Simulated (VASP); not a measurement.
Data:

```
CELL_PARAMETERS angstrom
      0.00000     2.71056     2.71056
      2.71056     0.00000     2.71056
      2.71056     2.71056     0.00000
ATOMIC_POSITIONS crystal
  Cu 0.00000 0.00000 0.00000
  Cl 0.25000 0.25000 0.25000
```

Method: PW91 GGA, VASP's PBE PAW potentials (set 64) (plane waves; VASP 6.6.1). Settings: 520 eV cut-off, Gaussian smearing of 0.050 eV, potentials Cu Cl.

Problem. Give the energies of bands 2 to 11 at the high-symmetry points, in eV from the valence-band maximum.

Solution. 
```json
[
 {"band": "2", "Γ": "-4.89", "X": "-6.52", "U": "-6.20", "L": "-6.57", "W": "-6.01"},
 {"band": "3", "Γ": "-4.89", "X": "-5.02", "U": "-5.56", "L": "-4.87", "W": "-5.71"},
 {"band": "4", "Γ": "-4.89", "X": "-5.02", "U": "-4.96", "L": "-4.87", "W": "-5.10"},
 {"band": "5", "Γ": "-1.47", "X": "-1.59", "U": "-1.69", "L": "-1.40", "W": "-1.65"},
 {"band": "6", "Γ": "-1.47", "X": "-1.36", "U": "-1.40", "L": "-1.40", "W": "-1.56"},
 {"band": "7", "Γ": "0.00", "X": "-1.28", "U": "-1.32", "L": "-1.35", "W": "-1.30"},
 {"band": "8", "Γ": "0.00", "X": "-1.09", "U": "-1.01", "L": "-0.55", "W": "-1.10"},
 {"band": "9", "Γ": "0.00", "X": "-1.09", "U": "-0.87", "L": "-0.55", "W": "-0.78"},
 {"band": "10", "Γ": "0.55", "X": "3.47", "U": "4.24", "L": "2.91", "W": "5.08"},
 {"band": "11", "Γ": "6.77", "X": "4.49", "U": "5.12", "L": "6.79", "W": "5.22"}
]
```

The gap is direct, 0.55 eV, from the valence maximum at Γ to the conduction minimum at Γ.

Measured: gap 3.39 eV at 2 K (computed value off by -2.84 eV), as given by arXiv:1206.3780.

The compound is CuCl in the zinc blende structure. It was relaxed first.
